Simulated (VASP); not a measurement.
Here is the system:

```
CELL_PARAMETERS angstrom
      0.00000     1.91128     1.91128
      1.91128     0.00000     1.91128
      1.91128     1.91128     0.00000
ATOMIC_POSITIONS crystal
  P  0.00000 0.00000 0.00000
```

All values below come from PBEsol GGA, VASP's PBE PAW potentials (set 64) (plane waves; VASP). Numerical set-up: 400 eV cut-off, Gaussian smearing of 0.050 eV, potentials P.

Task: Give the energies of bands 2 to 5 at the high-symmetry points, in eV from the Fermi level.

Result: 
```csv
band,Γ,X,U,L,W
2,7.17,-7.01,-5.86,-8.41,-4.71
3,7.17,0.71,-4.64,5.08,-4.71
4,7.17,0.71,1.72,5.08,-2.76
5,11.53,4.21,5.81,10.54,11.86
```

It has no gap at this level: it comes out as a metal or semimetal.

The structure was generated: P was put into the fcc type (Fm-3m), which need not be its known phase. It was relaxed first.
